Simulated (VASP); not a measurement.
A VASP calculation is set up with these files.

File KPOINTS:
```
Automatic mesh
0
Gamma
10 10 10
0 0 0
```

INCAR:
```
IBRION = 2
PSTRESS = 50
EDIFFG = -0.02
LREAL = F   # projection in real space or not
ISIF = 3   # ions, shape and volume
PREC = Accurate
SYSTEM = BAs
ISMEAR = 0   # Gaussian
ENCUT = 620   # plane-wave cut-off (eV)
LCHARG = F
LMAXMIX = 4   # l cut-off of mixed one-centre charges
NELM = 100
GGA = PS   # PBEsol
ALGO = Normal   # blocked Davidson
EDIFF = 1E-6   # SCF stop (eV)
LWAVE = F
SIGMA = 0.05   # width (eV)
LASPH = T
NSW = 40   # most ionic steps
```

**POSCAR**
```
BAs
1
    0.0000000000     2.3626212481     2.3626212481
    2.3626212481     0.0000000000     2.3626212481
    2.3626212481     2.3626212481    -0.0000000000
B As
1 1
Direct
  0.0000000000   0.0000000000   0.0000000000
  0.2500000000   0.2500000000   0.2500000000
```

POTCAR, in this order: B As (PBE.64 set). Program: vasp_std.

Write an equivalent input for Quantum ESPRESSO's pw.x.

One equivalent input (not run):
```
&CONTROL
  calculation = 'vc-relax'
  pseudo_dir = './pseudo'
  outdir = './out'
  tprnfor = .true.
  tstress = .true.
  nstep = 40
  forc_conv_thr = 0.00078
/
&SYSTEM
  ibrav = 0
  nat = 2
  ntyp = 2
  ecutwfc = 84
  occupations = 'smearing'
  smearing = 'gaussian'
  degauss = 0.003675
  input_dft = 'pbesol'
/
&ELECTRONS
  conv_thr = 7.3e-08
  electron_maxstep = 100
/
&IONS
/
&CELL
  press = 50
/
ATOMIC_SPECIES
  B 10.810 B.upf
  As 74.922 As.upf
CELL_PARAMETERS angstrom
     0.0000000    2.3626212    2.3626212
     2.3626212    0.0000000    2.3626212
     2.3626212    2.3626212   -0.0000000
ATOMIC_POSITIONS crystal
  B    0.0000000  0.0000000  0.0000000
  As   0.2500000  0.2500000  0.2500000
K_POINTS automatic
  10 10 10 0 0 0
```
Limits of the translation: the potentials are each code's own (VASP's PAW set, PseudoDojo norm-conserving files in pw.x), so ENCUT and ecutwfc are chosen apart and not converted; conv_thr bounds pw.x's estimated SCF error, while EDIFF bounds the energy change between steps; forc_conv_thr acts on force components and is met together with etot_conv_thr.

The structure was generated: BAs was put into the zinc blende type (F-43m), which need not be its known phase. It was relaxed first under an external pressure of 5 GPa.
